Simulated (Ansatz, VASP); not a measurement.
# KHgClF2: VASP beside Ansatz

Aim: how closely do two programs agree when they are given the same cell, functional and k mesh? The cell is invented: As first built, before any earlier steps moved the atoms (in the runner's words): it takes the KHgF3 structure with some of its atoms replaced by other elements, volume scaled by an estimate. It may not be a known or stable phase. The cell is taken from a series of VASP runs on this material, whose earlier steps may have relaxed, scaled or displaced it; both programs get it as it stands.

Method: plane waves, with VASP 6.6.1 beside it; relaxation of cell and atoms at PBE, in Ansatz 0.2.0.

## Step 1: The starting structure

Symmetry: Cmmm, No. 65, orthorhombic system. The conventional cell has a = 6.546 Å, b = 6.576 Å, c = 5.224 Å, α = 90.00°, β = 90.00°, γ = 90.00°. Hg has 4 F at 2.32 Å and 2 Cl at 2.61 Å nearest. K has 4 Cl at 3.27 to 3.29 Å nearest. Cl has 2 Hg at 2.61 Å and 4 K at 3.27 to 3.29 Å nearest. Nearest to F lie 2 Hg at 2.32 Å. As first built, before any earlier steps moved the atoms (in the runner's words): sites of the KHgF3 structure (space group 65) filled with other elements, volume scaled by an estimate. Farther neighbours and most contacts between anions are not listed.

## Step 2: Ansatz: relaxation of cell and atoms, PBE

Ansatz runs on its default PAW (the set named soft_2) files.

The relaxed volume is the usual yardstick between codes: its relative difference is about their pressure difference at one cell divided by the bulk modulus.

input.yaml

```yaml
crystal:
  lattice:
    - [3.2727616631, -3.2879682988, 0.0]
    - [3.2727616631, 3.2879682988, 0.0]
    - [0.0, 0.0, 5.2241414815]
  atoms:
    - { symbol: Hg, position: [0.5, 0.5, 0.0] }
    - { symbol: K, position: [0.0, 0.0, 0.5] }
    - { symbol: Cl, position: [0.5, 0.5, 0.5] }
    - { symbol: F, position: [0.5, 0.0, 0.0] }
    - { symbol: F, position: [0.0, 0.5, 0.0] }
hamiltonian:
  xc: pbe
  pseudopotentials: { kind: paw }
kpoints:
  mp_grid: { grid: [4, 4, 4] }
scf:
  occupations: { method: gaussian, width: 0.05 }
relax:
  f_tol: 0.01
  max_steps: 60
  cell: { stress_tol: 0.05 }
output:
  forces: true
  stress: true
```

Launch:

```sh
> ansatz run input.yaml --threads 4 --pin off --max-ram 9216MiB --backend cpu --events-out ev --progress --plain --runs-dir out
```

Numbers of over 12 decimals in the logs are rounded to 6 here.

The log of the run:

```text
Engine: ansatz 0.2.0, x86_64-unknown-linux-gnu
Pseudopotentials: kind: paw
Pseudopotential: Hg, paw, valence charge 20, recommended cutoff 420 eV (normal), Hg.paw.azcp
Pseudopotential: K, paw, valence charge 9, recommended cutoff 420 eV (normal), K.paw.azcp
Pseudopotential: Cl, paw, valence charge 7, recommended cutoff 420 eV (normal), Cl.paw.azcp
Pseudopotential: F, paw, valence charge 7, recommended cutoff 420 eV (normal), F.paw.azcp
Functional definition: PBE
  parameter kappa = 0.804
  parameter beta = 0.066725
  exchange = pbe_x(kappa = kappa, mu = beta*pi^2/3)
  correlation = pbe_c(beta = beta)
Crystal: 5 atoms, lattice volume = 112.431 Å³
Basis set: ecut = 420 eV, 2193 PW (Γ), exchange–correlation on 64×64×72 points (8 copies of the dense FFT grid, shifted against one another)
Bands: 30, of which v1, the nominal top of the filled ones, is band 25 counted from 1 (24 counted from 0)
Symmetry: 8 space group operations
Space group: Cmmm (ITA 65), of the structure as read, at distance tolerance 4.8e-5 Å
k-points: 21 of 64
Non-local potential: Hg, projectors of the file, l = 0: 3, l = 1: 2, l = 2: 2, l = 3: 1
Non-local potential: K, projectors of the file, l = 0: 3, l = 1: 2, l = 2: 2
Non-local potential: Cl, projectors of the file, l = 0: 2, l = 1: 2, l = 2: 2
Non-local potential: F, projectors of the file, l = 0: 2, l = 1: 2, l = 2: 1
PAW form: soft (Blöchl's): semilocal exchange-correlation on the pseudo side does not see the compensation charge
PAW one-centre angular grid: Hg, 590 points (default); XC on 64 Gauss nodes
PAW one-centre angular grid: K, 110 points (default); XC on 64 Gauss nodes
PAW one-centre angular grid: Cl, 110 points (default); XC on 64 Gauss nodes
PAW one-centre angular grid: F, 110 points (default); XC on 64 Gauss nodes
Initial density: superposition of atomic densities (neutral atoms: chi_scale 0, normalization atom), corrected by the library's trained network
Initial wavefunctions: pseudopotential atomic-orbital guess
Functional: x = pbe(κ = 0.804, μ = 0.219515), c = pbe(β = 0.066725)
SCF iter   1: F=—  HF=-18050.124322 eV  |F-HF|=—  |Δ(HF+E_count)|=         —  Δρ=1.13e-3  dr2=1.48e-3  ethr=1.77e-3  ⟨swp⟩=6.9  Hψ=2744  notcnv=0
preconditioner: auto → Resta (q_TF=auto, 2.384 Å⁻¹)  ε∞=3.7  [insulator: Δε(μ)=0.252 eV  Ē_g=13.395 eV  σ=0.050 eV  W_gap=1.00  n_scr=26 (ndim 8)  ℏωp=22.1 eV  f_vac=0.196  D(μ)=0.00/eV (n_scr^D=0)  ε∞_Penn≈3.7]
SCF iter   2: F=—  HF=-18050.126033 eV  |F-HF|=—  |Δ(HF+E_count)|=   1.71e-3  Δρ=7.01e-4  dr2=4.24e-4  ethr=2.96e-6  ⟨swp⟩=2.3  Hψ=1245  notcnv=0
SCF iter   3: F=—  HF=-18050.126036 eV  |F-HF|=—  |Δ(HF+E_count)|=   3.37e-6  Δρ=2.82e-4  dr2=1.21e-4  ethr=8.48e-7  ⟨swp⟩=2.0  Hψ=1012  notcnv=0
SCF iter   4: F=—  HF=-18050.126056 eV  |F-HF|=—  |Δ(HF+E_count)|=   2.05e-5  Δρ=9.76e-5  dr2=1.46e-5  ethr=2.41e-7  ⟨swp⟩=2.0  Hψ=836  notcnv=0
SCF iter   5: F=—  HF=-18050.126215 eV  |F-HF|=—  |Δ(HF+E_count)|=   1.59e-4  Δρ=3.15e-5  dr2=1.47e-6  ethr=2.93e-8  ⟨swp⟩=2.0  Hψ=1028  notcnv=0
SCF iter   6: F=-18050.126216 eV  HF=-18050.126216 eV  |F-HF|=5.90e-8  |Δ(HF+E_count)|=   1.99e-7  Δρ=8.10e-6  dr2=8.65e-8  ethr=2.00e-10  ⟨swp⟩=3.1  Hψ=2505  notcnv=0
SCF 1 converged in 6 iterations: F = -18050.126216 eV  dr2 = 8.65e-8
  greatest PAW one-centre occupation: 1.000 electrons in one spin orbital (limit 2), on the Hg atom at site 0 (counted from 0), in its partial waves of l = 0
relax step   1: F+E_penalty+E_count = -18050.12621561 eV  Δ(F+E_penalty+E_count) = +0.000e0 eV  max|allowed force component| = 5.049e-30 eV/Å  Δτ_max = 0.0000 Å  P = +0.214 GPa  Ω = 112.431 Å³  (6 SCF iters, dr2 threshold 1.00e-7 eV, accepted)
[...]
relax step   2: F+E_penalty+E_count = -18050.12863079 eV  Δ(F+E_penalty+E_count) = -2.415e-3 eV  max|allowed force component| = 2.625e-28 eV/Å  Δτ_max = 0.0000 Å  P = -0.019 GPa  Ω = 113.084 Å³  energy of the carried Pulay correction = -1.036e-3 eV  (5 SCF iters, dr2 threshold 5.00e-7 eV, accepted)
[...]
relax step   3: F+E_penalty+E_count = -18050.13024632 eV  Δ(F+E_penalty+E_count) = -1.616e-3 eV  max|allowed force component| = 4.102e-29 eV/Å  Δτ_max = 0.0000 Å  P = +0.053 GPa  Ω = 113.035 Å³  energy of the carried Pulay correction = -1.092e-3 eV  (6 SCF iters, dr2 threshold 3.19e-7 eV, accepted)
[...]
relax step   4: F+E_penalty+E_count = -18050.13003534 eV  Δ(F+E_penalty+E_count) = +2.110e-4 eV  max|allowed force component| = 6.942e-30 eV/Å  Δτ_max = 0.0000 Å  P = -0.011 GPa  Ω = 113.195 Å³  energy of the carried Pulay correction = -1.324e-3 eV  (6 SCF iters, dr2 threshold 9.61e-9 eV, accepted)
[...]
relax step   5: F+E_penalty+E_count = -18050.13183353 eV  Δ(F+E_penalty+E_count) = -1.798e-3 eV  max|allowed force component| = 3.897e-29 eV/Å  Δτ_max = 0.0000 Å  P = +0.019 GPa  Ω = 113.195 Å³  stress off target by 7.75e-2 GPa  SCF on the basis re-selected at this cell (its energy is not comparable with the rows above)  (7 SCF iters)
[...]
relax step   6: F+E_penalty+E_count = -18050.13176078 eV  Δ(F+E_penalty+E_count) = +7.276e-5 eV  max|allowed force component| = 4.007e-29 eV/Å  Δτ_max = 0.0000 Å  P = +0.004 GPa  Ω = 113.264 Å³  energy of the carried Pulay correction = -1.220e-4 eV  (6 SCF iters, dr2 threshold 1.50e-8 eV, accepted)
[...]
relax step   7: F+E_penalty+E_count = -18050.13195041 eV  Δ(F+E_penalty+E_count) = -1.896e-4 eV  max|allowed force component| = 4.165e-29 eV/Å  Δτ_max = 0.0000 Å  P = +0.005 GPa  Ω = 113.264 Å³  stress off target by 1.48e-2 GPa  SCF on the basis re-selected at this cell (its energy is not comparable with the rows above)  (6 SCF iters)
basis re-selected at this cell: Δ(F+E_penalty+E_count) = -1.896e-4 eV, ΔP = +0.001 GPa vs the last step (what re-selecting the basis moved, of the pressure what is left beyond the Pulay correction that the steps carried, after the strain that the cell walked since its last selection, with what the two solves' SCF thresholds leave and, on support functions, any second-order correction that the steps lacked; it is no m [...]
SCF converged after 6 iterations
Free energy (F): -18050.131950 eV
Harris-Foulkes:  -18050.131950 eV  (|F-HF|=5.09e-11)
Internal energy: -18050.131950 eV  (E = F + TS)
E sigma→0 (E₀):  -18050.131950 eV
Entropy (-TS):   -0.000000 eV (-0.000 meV/atom)
Fermi energy:    3.763938 eV
--- Per-component energies (eV) ---
  E_band       = -742.547521
  E_kinetic    = 1427.059056
  E_local      = -6068.612811  (includes V_loc(G=0)·N_el)
  E_nonlocal   = 264.268131
  E_hartree    = 2491.278751
  E_xc         = -620.103941
  E_vxc        = -750.713616  (∫ρ·V_xc dr)
  E_paw        = -11786.186415  (= ΣΔE_a)
  E_vpaw       = -597.111022  (= ΣTr[D̂ρ^β])
  E_aug_tail   = 0.005211  (compensation charges beyond the density's cutoff)
  E_ewald      = -3757.839931
  E_smearing   = -0.000000  (= −TS)
  E_closure    = 0.000000  (closes the sum)
  Σ components = -18050.131950   (vs F -18050.131950, Δ=0.00e0)
--- Forces (eV/Å), atoms counted from 1 ---
  atom   1  Hg    -0.00000000     0.00000000     0.00000000
  atom   2  K      0.00000000     0.00000000     0.00000000
  atom   3  Cl     0.00000000     0.00000000     0.00000000
  atom   4  F      0.00000000     0.00000000     0.00000000
  atom   5  F      0.00000000     0.00000000     0.00000000
  max |Σ_I F_I| component: 4.42e-29 eV/Å
--- Stress (GPa, compression-positive) ---
       -0.000516       0.000000       0.000000
        0.000000      -0.000612       0.000000
        0.000000       0.000000       0.014787
  P = ⅓ Tr σ = 0.0046 GPa (0.046 kbar)
--- Relaxed structure (5 steps of the walk, 5 accepted, 2 SCFs on fresh bases) ---
  F+E_penalty+E_count = -18050.13195041 eV   max|allowed force component| = 4.165e-29 eV/Å   (the final SCF, on the basis selected at the relaxed cell)
  cell:  # Å, volume = 113.2639 Å³
    - [3.263184, -3.263196, 0.0]
    - [3.263184, 3.263196, 0.0]
    - [0.0, 0.0, 5.318350]
  atoms:
    - { symbol: Hg, position: [0.5, 0.5, 0.0] }
    - { symbol: K, position: [0, 0, 0.500000] }
    - { symbol: Cl, position: [0.5, 0.5, 0.500000] }
    - { symbol: F, position: [0.5, 2.7755575615628914e-17, 0.0] }
    - { symbol: F, position: [2.7755575615628914e-17, 0.5, 0.0] }
```

Run time: 8.8 s. Hardware: 4 threads of AMD EPYC 7R43, shared host; peak memory 0.49 GiB.

## Step 3: VASP: relaxation of cell and atoms, PBE

The same cell, functional, mesh and smearing now go to VASP, with its own data sets and cutoff.

Lines of VASP's logs that name or quote its potential files are left out, and so is its time.

INCAR

```
SYSTEM = KHgClF2
PREC = Accurate
ENCUT = 520
EDIFF = 1E-06
NELM = 100
ISMEAR = 0
SIGMA = 0.05
LREAL = .FALSE.
ALGO = Normal
GGA = PE
NBANDS = 27
LORBIT = 11
LWAVE = .FALSE.
LCHARG = .FALSE.
KPAR = 2
IBRION = 2
NSW = 60
ISIF = 3
EDIFFG = -0.01
```

POSCAR

```
KHgClF2
1.0
    3.2727616631     -3.2879682988      0.0000000000
    3.2727616631      3.2879682988      0.0000000000
    0.0000000000      0.0000000000      5.2241414815
Hg K Cl F
1 1 1 2
Direct
    0.5000000000      0.5000000000      0.0000000000
    0.0000000000      0.0000000000      0.5000000000
    0.5000000000      0.5000000000      0.5000000000
    0.5000000000      0.0000000000      0.0000000000
    0.0000000000      0.5000000000      0.0000000000
```

KPOINTS

```
Automatic mesh
0
Gamma
4 4 4
0 0 0
```

PAW data sets: Hg, K_sv, Cl and F (PBE family, release 64).

Launch:

```sh
> mpirun -np 2 vasp_std
```

The log of the run:

```text
[banner, memory and clock lines left out]
running    2 mpi-ranks, on    1 nodes
 distrk:  each k-point on    1 cores,    2 groups
 distr:  one band on    1 cores,    1 groups

 POSCAR found type information on POSCAR HgK ClF
 POSCAR found :  4 types and       5 ions
 LDA part: xc-table for (Slater+PW92), standard interpolation
 POSCAR, INCAR and KPOINTS ok, starting setup
 FFT: planning ... GRIDC
 FFT: planning ... GRID_SOFT
 FFT: planning ... GRID
 WAVECAR not read
 entering main loop
       N       E                     dE             d eps       ncg     rms          rms(c)
DAV:   1     0.344985445016E+03    0.34499E+03   -0.21502E+04  1134   0.144E+03
DAV:   2     0.703885003749E+01   -0.33795E+03   -0.33046E+03  1353   0.369E+02
DAV:   3    -0.166776848048E+02   -0.23717E+02   -0.23624E+02  1603   0.985E+01
DAV:   4    -0.173991873267E+02   -0.72150E+00   -0.72070E+00  1737   0.114E+01
DAV:   5    -0.174092758441E+02   -0.10089E-01   -0.10087E-01  1589   0.118E+00    0.121E+01
DAV:   6    -0.149773027271E+02    0.24320E+01   -0.97959E+00  1463   0.294E+01    0.935E+00
DAV:   7    -0.149136867014E+02    0.63616E-01   -0.97367E-01  1264   0.693E+00    0.630E+00
DAV:   8    -0.148693627954E+02    0.44324E-01   -0.23785E-01  1371   0.366E+00    0.675E-01
DAV:   9    -0.148639606632E+02    0.54021E-02   -0.52557E-02  1414   0.169E+00    0.271E-01
DAV:  10    -0.148643532018E+02   -0.39254E-03   -0.54572E-03  1356   0.592E-01    0.146E-01
DAV:  11    -0.148645172568E+02   -0.16406E-03   -0.34685E-04  1459   0.141E-01    0.709E-02
DAV:  12    -0.148646972227E+02   -0.17997E-03   -0.20839E-04  1274   0.106E-01    0.250E-02
DAV:  13    -0.148647000920E+02   -0.28693E-05   -0.21202E-05  1569   0.428E-02    0.119E-02
DAV:  14    -0.148646999509E+02    0.14105E-06   -0.27632E-06  1363   0.109E-02
   1 F= -.14864700E+02 E0= -.14864699E+02  d E =-.148647E+02
[...]
2 F= -.14867673E+02 E0= -.14867673E+02  d E =-.297324E-02
[...]
3 F= -.14868385E+02 E0= -.14868385E+02  d E =-.368524E-02
[...]
4 F= -.14869365E+02 E0= -.14869365E+02  d E =-.979810E-03
 trial-energy change:   -0.000980  1 .order   -0.000979   -0.001401   -0.000556
 step:   1.9634(harm=  1.9634)  dis= 0.00000  next Energy=   -14.869547 (dE=-0.116E-02)
 bond charge predicted
       N       E                     dE             d eps       ncg     rms          rms(c)
DAV:   1    -0.148722806980E+02   -0.29164E-02   -0.15947E-01  1134   0.292E+00    0.363E-01
DAV:   2    -0.148702734119E+02    0.20073E-02   -0.38747E-03  1337   0.478E-01    0.171E-01
DAV:   3    -0.148696078503E+02    0.66556E-03   -0.97186E-04  1326   0.234E-01    0.879E-02
DAV:   4    -0.148695424509E+02    0.65399E-04   -0.15994E-04  1581   0.875E-02    0.345E-02
DAV:   5    -0.148695427071E+02   -0.25616E-06   -0.17353E-05  1489   0.261E-02    0.121E-02
DAV:   6    -0.148695435922E+02   -0.88513E-06   -0.15818E-06  1120   0.884E-03
   5 F= -.14869544E+02 E0= -.14869544E+02  d E =-.115840E-02
 curvature:  -1.35 expect dE=-0.279E-04 dE for cont linesearch -0.253E-07
 trial: gam=-0.04673 g(F)=  0.788E-60 g(S)=  0.208E-04 ort =-0.552E-05 (trialstep = 0.134E+01)
 search vector abs. value=  0.248E-04
 reached required accuracy - stopping structural energy minimisation
```

(Part 1 of 2 ends here.)

[Lines on the potential files, build, host, timing and source positions are cut from VASP's logs without a mark.]

[Logs are printed without paths, hosts, clocks, repeated set-up lines and the standing remarks that a program may print on its own settings, such as how far it seeks lower states.]

[Hosts, paths, dates, database ids (printed as entryN), source tags and the programs' standing remarks are cut or masked in the printed files.]
